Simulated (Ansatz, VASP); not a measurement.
## Ga2O3 in two plane-wave programs

Aim: how closely do two programs agree when they are given the same cell, functional and k mesh? The cell is taken from a series of runs on this material, whose earlier steps may have relaxed, scaled, displaced or heated it; both programs get it as it stands. Other levels of theory on this material are compared in a session of their own.

Main program and level: Ansatz 0.2.0; plane waves, with VASP 6.6.1 beside it; single point at PBE and single point at PBE with D3(BJ).

## 1. The starting structure

Symmetry: C2/m, No. 12, monoclinic system. The conventional cell has a = 11.879 Å, b = 2.954 Å, c = 5.639 Å, α = 90.00°, β = 103.83°, γ = 90.00°. Nearest to Ga lie 4 O at 1.79 to 1.82 Å. Nearest to Ga lie 6 O at 1.88 to 2.00 Å. O has 3 Ga at 1.79 to 1.90 Å nearest. Nearest to O lie 4 Ga at 1.82 to 2.00 Å. Nearest to O lie 3 Ga at 1.80 to 1.88 Å. Farther neighbours and most contacts between anions are not listed.

## 2. VASP: single point, PBE

With cell and atoms fixed, the geometry can't cause a difference; cores, projectors, grids and the points listed under the comparison can.

Lines of VASP's logs that name or quote its potential files are left out, and so is its time.

Contents of INCAR:

```
SYSTEM = Ga2O3
PREC = Accurate
ENCUT = 520
EDIFF = 1E-06
NELM = 120
ISMEAR = 0
SIGMA = 0.01
LREAL = .FALSE.
ALGO = Normal
GGA = PE
NBANDS = 54
LORBIT = 11
LWAVE = .FALSE.
LCHARG = .FALSE.
ISIF = 2
LASPH = .TRUE.
GGA_COMPAT = .FALSE.
EFERMI = MIDGAP
KPAR = 2
```

Contents of POSCAR:

```
Ga2O3
1.0
    5.9395999617     -1.4769247621      0.0000000000
    5.9395999617      1.4769247621      0.0000000000
   -1.3479973174      0.0000000000      5.4756835920
Ga O
4 6
Direct
    0.0925999429      0.0925999429      0.7966232175
    0.9074000571      0.9074000571      0.2033767825
    0.6602556213      0.6602556213      0.3126433584
    0.3397443787      0.3397443787      0.6873566416
    0.1743389585      0.1743389585      0.1086025894
    0.8256610415      0.8256610415      0.8913974106
    0.1705344181      0.1705344181      0.5562178271
    0.8294655819      0.8294655819      0.4437821729
    0.4973249536      0.4973249536      0.2498895197
    0.5026750464      0.5026750464      0.7501104803
```

Contents of KPOINTS:

```
Automatic mesh
0
Gamma
8 8 4
0 0 0
```

PAW data sets: Ga_d and O (PBE family, release 64).

On the command line:

```
$ mpirun -np 2 vasp_std
```

Numbers of over 12 decimals in the logs are rounded to 6 here.

The program printed:

```text
[banner, memory and clock lines left out]
running    2 mpi-ranks, on    1 nodes
 distrk:  each k-point on    1 cores,    2 groups
 distr:  one band on    1 cores,    1 groups

 POSCAR found type information on POSCAR GaO
 POSCAR found :  2 types and      10 ions
 LDA part: xc-table for (Slater+PW92), standard interpolation
 POSCAR, INCAR and KPOINTS ok, starting setup
 FFT: planning ... GRIDC
 FFT: planning ... GRID_SOFT
 FFT: planning ... GRID
 WAVECAR not read
 entering main loop
       N       E                     dE             d eps       ncg     rms          rms(c)
DAV:   1     0.122534215338E+04    0.12253E+04   -0.40236E+04 10058   0.308E+03
DAV:   2     0.198589541445E+03   -0.10268E+04   -0.96697E+03  8648   0.818E+02
DAV:   3    -0.482015039560E+02   -0.24679E+03   -0.24019E+03  9658   0.265E+02
DAV:   4    -0.673462721073E+02   -0.19145E+02   -0.18948E+02 10408   0.805E+01
DAV:   5    -0.680269821491E+02   -0.68071E+00   -0.67934E+00 11180   0.154E+01    0.180E+01
DAV:   6    -0.583730705907E+02    0.96539E+01   -0.30954E+01 15740   0.681E+01    0.464E+00
DAV:   7    -0.586206025668E+02   -0.24753E+00   -0.41141E+00  9362   0.109E+01    0.348E+00
DAV:   8    -0.586219940931E+02   -0.13915E-02   -0.62646E-01 13348   0.986E+00    0.153E+00
DAV:   9    -0.585712780668E+02    0.50716E-01   -0.23276E-01 13078   0.674E+00    0.202E-01
DAV:  10    -0.585733500679E+02   -0.20720E-02   -0.24925E-02 10880   0.125E+00    0.173E-01
DAV:  11    -0.585735535529E+02   -0.20349E-03   -0.33811E-03 10122   0.655E-01    0.807E-02
DAV:  12    -0.585736144060E+02   -0.60853E-04   -0.74567E-04 12374   0.543E-01    0.178E-02
DAV:  13    -0.585736310911E+02   -0.16685E-04   -0.16234E-04 12928   0.132E-01    0.131E-02
DAV:  14    -0.585736300959E+02    0.99515E-06   -0.48211E-05 10918   0.643E-02    0.764E-03
DAV:  15    -0.585736293747E+02    0.72122E-06   -0.50733E-06  9834   0.231E-02
   1 F= -.58573629E+02 E0= -.58573629E+02  d E =0.000000E+00
```

OUTCAR, selected parts (step 2):

```text
ion  position               nearest neighbor table
   1  0.093  0.093  0.797-   5 1.79  10 1.80  10 1.80   7 1.82
   2  0.907  0.907  0.203-   6 1.79   9 1.80   9 1.80   8 1.82
   3  0.660  0.660  0.313-   9 1.88   5 1.90   5 1.90   8 1.97   7 2.00   7 2.00
   4  0.340  0.340  0.687-  10 1.88   6 1.90   6 1.90   7 1.97   8 2.00   8 2.00
   5  0.174  0.174  0.109-   1 1.79   3 1.90   3 1.90
   6  0.826  0.826  0.891-   2 1.79   4 1.90   4 1.90
   7  0.171  0.171  0.556-   1 1.82   4 1.97   3 2.00   3 2.00
   8  0.829  0.829  0.444-   2 1.82   3 1.97   4 2.00   4 2.00
   9  0.497  0.497  0.250-   2 1.80   2 1.80   3 1.88
  10  0.503  0.503  0.750-   1 1.80   1 1.80   4 1.88

  LATTYP: Found a base centered monoclinic cell.
 ALAT       =    11.8791999234
 B/A-ratio  =     0.2486572785
 C/A-ratio  =     0.4747093502
 COS(beta)  =    -0.2390419102

 Subroutine GETGRP returns: Found  4 space group operations
 (whereof  4 operations were pure point group operations)

The static configuration has the point symmetry C_2h.

 Found     78 irreducible k-points:

   k-points           NKPTS =     78   k-points in BZ     NKDIM =     78   number of bands    NBANDS=     54

   dimension x,y,z NGX =    48 NGY =   48 NGZ =   42
   dimension x,y,z NGXF=    96 NGYF=   96 NGZF=   84

   ENCUT  =  520.0 eV  38.22 Ry    6.18 a.u.  11.38 11.38 10.49*2*pi/ulx,y,z

   NELECT =      88.0000    total number of electrons

 k-points in reciprocal lattice and weights: Automatic mesh
   0.00000000  0.00000000  0.00000000       0.004
   0.12500000  0.00000000  0.00000000       0.016
   0.25000000  0.00000000  0.00000000       0.016
   0.37500000  0.00000000  0.00000000       0.016
   0.50000000  0.00000000  0.00000000       0.008
   0.12500000  0.12500000  0.00000000       0.008
   0.25000000  0.12500000  0.00000000       0.016
   0.37500000  0.12500000  0.00000000       0.016
   0.50000000  0.12500000  0.00000000       0.016
[...]
-0.37500000  0.37500000  0.50000000       0.008
   0.50000000  0.50000000  0.50000000       0.004

 average (electrostatic) potential at core
       1 -63.3851       2 -63.3851       3 -63.1687       4 -63.1687       5 -68.8044
       6 -68.8044       7 -69.2964       8 -69.2964       9 -69.1463      10 -69.1463

 E-fermi :   6.3182

 k-point     1 :       0.0000    0.0000    0.0000
  band No.  band energies     occupation
    ...
     40       4.0965      2.00000
     41       4.1328      2.00000
     42       4.2368      2.00000
     43       4.4928      2.00000
     44       4.7794      2.00000
     45       7.8476      0.00000
     46      10.9963      0.00000
     47      11.9666      0.00000
     48      12.3333      0.00000
     49      13.0290      0.00000
    ...

 k-point     2 :       0.1250    0.0000    0.0000
  band No.  band energies     occupation
    ...
     40       3.7834      2.00000
     41       3.8662      2.00000
     42       4.1264      2.00000
     43       4.4007      2.00000
     44       4.7798      2.00000
     45       8.6755      0.00000
     46      11.2729      0.00000
     47      12.4800      0.00000
     48      12.6700      0.00000
     49      13.5153      0.00000
    ...

 k-point     3 :       0.2500    0.0000    0.0000
  band No.  band energies     occupation
    ...
     40       3.5825      2.00000
     41       3.6991      2.00000
     42       3.8763      2.00000
     43       4.2331      2.00000
     44       4.7460      2.00000
     45      10.1867      0.00000
     46      11.6029      0.00000
     47      12.5687      0.00000
     48      13.4705      0.00000
     49      13.7693      0.00000
    ...

  Total       16.2541609     17.9056995     17.7352658      0.0000000      0.0000000      0.0471226
  in kB      271.0760998    298.6193643    295.7769844      0.0000000      0.0000000      0.7858787
  external PRESSURE =     288.4908161 kB  Pullay stress =       0.0000000 kB

  energy-cutoff  :      520.00
  volume of cell :       96.07
      direct lattice vectors                 reciprocal lattice vectors
     5.939599962 -1.476924762  0.000000000     0.084180753 -0.338541280  0.020723518
     5.939599962  1.476924762  0.000000000     0.084180753  0.338541280  0.020723518
    -1.347997317  0.000000000  5.475683592     0.000000000  0.000000000  0.182625600

 POSITION                                       TOTAL-FORCE (eV/Angst)
 -----------------------------------------------------------------------------------
      0.02617      0.00000      4.36206         0.002861      0.000000      0.019166
     10.50504      0.00000      1.11363        -0.002861      0.000000     -0.019166
      7.42187      0.00000      1.71194        -0.058970      0.000000     -0.042123
      3.10934      0.00000      3.76375         0.058970      0.000000      0.042123
      1.92461      0.00000      0.59467         0.287269      0.000000      0.005315
      8.60659      0.00000      4.88101        -0.287269      0.000000     -0.005315
      1.27603      0.00000      3.04567        -0.034353      0.000000     -0.041508
      9.25517      0.00000      2.43001         0.034353      0.000000      0.041508
      5.57097      0.00000      1.36832         0.075290      0.000000      0.055343
      4.96023      0.00000      4.10737        -0.075290      0.000000     -0.055343
 -----------------------------------------------------------------------------------
    total drift:                                0.000000      0.000000      0.000000

  FREE ENERGIE OF THE ION-ELECTRON SYSTEM (eV)
  ---------------------------------------------------
  free  energy   TOTEN  =       -58.5736293747 eV

  energy  without entropy=      -58.5736293747  energy(sigma->0) =      -58.57362937

 total charge
# of ion       s       p       d       tot
------------------------------------------
    1        0.752   0.962  10.339  12.053
    2        0.752   0.962  10.339  12.053
    3        0.674   0.815  10.329  11.818
    4        0.674   0.815  10.329  11.818
    5        1.557   3.561   0.000   5.118
    6        1.557   3.561   0.000   5.118
    7        1.560   3.574   0.000   5.134
    8        1.560   3.574   0.000   5.134
    9        1.551   3.596   0.000   5.147
   10        1.551   3.596   0.000   5.147
--------------------------------------------------
tot         12.188  25.016  41.337  78.541

[... 3 further parts left out ...]
```

The run ends at a pressure of 28.85 GPa, with forces up to 0.29 eV/Å.

## 3. Ansatz: single point, PBE

Ansatz runs on PAW files that the input asks for by source.

The same cell, functional and mesh now go to Ansatz, which takes its cutoff from its data sets.

Contents of input.yaml:

```yaml
crystal:
  lattice:
    - [5.9395999617, -1.4769247621, 0.0]
    - [5.9395999617, 1.4769247621, 0.0]
    - [-1.3479973174, 0.0, 5.475683592]
  atoms:
    - { symbol: Ga, position: [0.0925999429, 0.0925999429, 0.7966232175] }
    - { symbol: Ga, position: [0.9074000571, 0.9074000571, 0.2033767825] }
    - { symbol: Ga, position: [0.6602556213, 0.6602556213, 0.3126433584] }
    - { symbol: Ga, position: [0.3397443787, 0.3397443787, 0.6873566416] }
    - { symbol: O, position: [0.1743389585, 0.1743389585, 0.1086025894] }
    - { symbol: O, position: [0.8256610415, 0.8256610415, 0.8913974106] }
    - { symbol: O, position: [0.1705344181, 0.1705344181, 0.5562178271] }
    - { symbol: O, position: [0.8294655819, 0.8294655819, 0.4437821729] }
    - { symbol: O, position: [0.4973249536, 0.4973249536, 0.2498895197] }
    - { symbol: O, position: [0.5026750464, 0.5026750464, 0.7501104803] }
kpoints:
  mp_grid: { grid: [8, 8, 4] }
hamiltonian:
  xc: pbe
  pseudopotentials: { kind: paw, source: ansatz }
scf:
  occupations: { method: fixed }
  n_extra_bands: 7
  lower_state_search: "off"
  convergence: { dr2_threshold: 1.0e-09 }
output:
  eigenvalues: true
```

On the command line:

```
$ ansatz run input.yaml --threads 16 --pin off --max-ram 73728MiB --backend cpu --events-out ev --progress --plain --runs-dir out
```

The program printed:

```text
basis.fft_grid_basis auto: the FFT boxes are laid along the combinations [[1, -1, 0], [0, 1, 0], [0, 0, 1]] of the cell's own vectors, 2.954, 6.120 and 5.639 Å long. The dense box has 36×72×72 points. Along the cell's own vectors, as sized, it would have 72×72×72, 2.00 times as many. Of the 4 symmetry operations that the crystal satisfies within crystal.symmetry.tolerance (time reversal apart; of a slab, those that k [...]
scf.n_extra_bands = 7 over 60 filled bands (N_el = 120.0): the run solves 67 bands
Engine: ansatz 0.2.0, aarch64-unknown-linux-gnu
Pseudopotentials: kind: paw
Pseudopotential: Ga, paw, valence charge 21, recommended cutoff 1020 eV (normal), Ga.paw.azcp
Pseudopotential: O, paw, valence charge 6, recommended cutoff 930 eV (normal), O.paw.azcp
Functional definition: PBE
  parameter kappa = 0.804
  parameter beta = 0.066725
  exchange = pbe_x(kappa = kappa, mu = beta*pi^2/3)
  correlation = pbe_c(beta = beta)
Crystal: 10 atoms, lattice volume = 96.069 Å³
Basis set: ecut = 1020 eV, 7109 PW (Γ), FFT grids on a1−a2, a2, a3
Bands: 67, of which v1, the nominal top of the filled ones, is band 60 counted from 1 (59 counted from 0)
Symmetry: 4 space group operations
Space group: C2/m (ITA 12), of the structure as read, at distance tolerance 4.6e-5 Å
k-points: 78 of 256
Non-local potential: Ga, projectors of the file, l = 0: 3, l = 1: 3, l = 2: 3, l = 3: 2
Non-local potential: O, projectors of the file, l = 0: 2, l = 1: 2, l = 2: 1
PAW form: soft (Blöchl's): semilocal exchange-correlation on the pseudo side does not see the compensation charge
PAW one-centre angular grid: Ga, 590 points (default); XC on 64 Gauss nodes
PAW one-centre angular grid: O, 110 points (default); XC on 64 Gauss nodes
Initial density: superposition of atomic densities (chi_scale 0.1, normalization cell, long waves kept (reshape's long-wave potential 0.04 eV rms))
Initial wavefunctions: pseudopotential atomic-orbital guess
Functional: x = pbe(κ = 0.804, μ = 0.219515), c = pbe(β = 0.066725)
SCF iter   1: F=—  HF=-37066.405370 eV  |F-HF|=—  |Δ(HF+E_count)|=         —  Δρ=1.57e-1  dr2=1.06e1  ethr=3.10e-3  ⟨swp⟩=5.0  Hψ=20178  notcnv=0  defer=345
preconditioner: auto → Resta (q_TF=auto, 2.831 Å⁻¹)  ε∞=4.6  [insulator: Δε(μ)=3.159 eV  Ē_g=18.809 eV  n_scr=42 (ndim 8)  ℏωp=35.5 eV  f_vac=0.000  ε∞_Penn≈4.6]
SCF iter   2: F=—  HF=-37063.239278 eV  |F-HF|=—  |Δ(HF+E_count)|=    3.17e0  Δρ=4.95e-2  dr2=9.79e-1  ethr=3.10e-3  ⟨swp⟩=3.0  Hψ=11553  notcnv=0  defer=318
SCF iter   3: F=—  HF=-37063.084147 eV  |F-HF|=—  |Δ(HF+E_count)|=   1.55e-1  Δρ=2.57e-2  dr2=3.71e-1  ethr=8.16e-4  ⟨swp⟩=2.0  Hψ=5237  notcnv=0  defer=386
SCF iter   4: F=—  HF=-37063.045853 eV  |F-HF|=—  |Δ(HF+E_count)|=   3.83e-2  Δρ=5.72e-3  dr2=2.32e-2  ethr=3.09e-4  ⟨swp⟩=2.5  Hψ=8416  notcnv=0  defer=390
SCF iter   5: F=—  HF=-37063.046628 eV  |F-HF|=—  |Δ(HF+E_count)|=   7.75e-4  Δρ=2.12e-3  dr2=2.22e-3  ethr=1.94e-5  ⟨swp⟩=3.0  Hψ=9277  notcnv=0  defer=390
SCF iter   6: F=—  HF=-37063.048967 eV  |F-HF|=—  |Δ(HF+E_count)|=   2.34e-3  Δρ=6.39e-4  dr2=1.54e-4  ethr=1.85e-6  ⟨swp⟩=3.0  Hψ=9070  notcnv=0  defer=390
SCF iter   7: F=—  HF=-37063.048995 eV  |F-HF|=—  |Δ(HF+E_count)|=   2.80e-5  Δρ=2.87e-4  dr2=3.06e-5  ethr=1.28e-7  ⟨swp⟩=2.0  Hψ=9732  notcnv=0  defer=390
SCF iter   8: F=—  HF=-37063.049000 eV  |F-HF|=—  |Δ(HF+E_count)|=   4.27e-6  Δρ=4.58e-5  dr2=1.60e-6  ethr=2.55e-8  ⟨swp⟩=2.0  Hψ=9474  notcnv=0  defer=385
SCF iter   9: F=—  HF=-37063.049032 eV  |F-HF|=—  |Δ(HF+E_count)|=   3.26e-5  Δρ=2.55e-5  dr2=3.15e-7  ethr=1.33e-9  ⟨swp⟩=2.0  Hψ=8704  notcnv=0  defer=234
SCF iter  10: F=—  HF=-37063.049032 eV  |F-HF|=—  |Δ(HF+E_count)|=   4.26e-8  Δρ=1.19e-5  dr2=7.04e-8  ethr=2.63e-10  ⟨swp⟩=2.0  Hψ=9470  notcnv=0  defer=231
SCF iter  11: F=—  HF=-37063.049032 eV  |F-HF|=—  |Δ(HF+E_count)|=   8.96e-9  Δρ=1.76e-6  dr2=1.95e-9  ethr=5.86e-11  ⟨swp⟩=2.0  Hψ=8800  notcnv=0  defer=231
SCF iter  12: F=-37063.049032 eV  HF=-37063.049032 eV  |F-HF|=2.47e-10  |Δ(HF+E_count)|=   2.43e-9  Δρ=1.16e-6  dr2=4.38e-10  ethr=1.00e-12  ⟨swp⟩=11.3  Hψ=22769  notcnv=0
SCF 1 converged in 12 iterations: F = -37063.049032 eV  dr2 = 4.38e-10
  greatest PAW one-centre occupation: 0.995 electrons in one spin orbital (limit 2), on the Ga atom at site 1 (counted from 0), in its partial waves of l = 0
SCF converged after 12 iterations
Free energy (F): -37063.049032 eV
Harris-Foulkes:  -37063.049032 eV  (|F-HF|=2.47e-10)
Internal energy: -37063.049032 eV  (E = F + TS)
E sigma→0 (E₀):  -37063.049032 eV
Fermi energy:    10.811201 eV
--- Per-component energies (eV) ---
  E_band       = -2861.264234
  E_kinetic    = 4626.030084
  E_local      = -36463.492111  (includes V_loc(G=0)·N_el)
  E_nonlocal   = 7693.016513
  E_hartree    = 13528.774959
  E_xc         = -1186.793103
  E_vxc        = -1531.529025  (∫ρ·V_xc dr)
  E_paw        = -9156.146319  (= ΣΔE_a)
  E_vpaw       = -4242.843784  (= ΣTr[D̂ρ^β])
  E_aug_tail   = 0.000457  (compensation charges beyond the density's cutoff)
  E_ewald      = -16104.439513
  E_smearing   = -0.000000  (= −TS)
  E_closure    = 0.000000  (closes the sum)
  Σ components = -37063.049032   (vs F -37063.049032, Δ=0.00e0)
--- Band table (eV; the first three rows and the last of 78) ---
  k-point 0: bands = [... 56 lower, 10.1526, 10.2614, 10.5138, 10.8053, 13.8953, 17.0484, 18.0094, 18.3800, ... 3 higher]
  k-point 1: bands = [... 56 lower, 10.1190, 10.1954, 10.3348, 10.5351, 14.7969, 17.2459, 18.1356, 18.3169, ... 3 higher]
  k-point 2: bands = [... 56 lower, 9.8817, 10.1362, 10.4180, 10.4834, 16.2773, 16.3237, 18.3854, 18.6055, ... 3 higher]
  k-point 77: bands = [... 56 lower, 10.0893, 10.2662, 10.3230, 10.7613, 16.6827, 16.7210, 17.8525, 18.0575, ... 3 higher]
```

## 4. Comparison

Known differences besides the potentials themselves: fixed occupations in Ansatz, narrow Gaussian smearing in VASP; the data sets hold 120 valence electrons in Ansatz (on PAW files that the input asks for by source) and 88 in VASP; the cutoff is 1020 eV in Ansatz and 520 eV in VASP. Total energies have different zeros and are not compared.

Both answers:

```tsv
quantity	Ansatz	VASP	difference
gap on the k mesh (eV)	3.084	3.059	+0.025
```

A gap on the mesh is an upper bound, since the band edges may lie between its points.

[end of part 1 of 2]

[Lines on the potential files, build, host, timing and source positions are cut from VASP's logs without a mark.]

[Logs are printed without paths, hosts, clocks, repeated set-up lines and the standing remarks that a program may print on its own settings, such as how far it seeks lower states.]

[Hosts, paths, dates, database ids (printed as entryN), source tags and the programs' standing remarks are cut or masked in the printed files.]
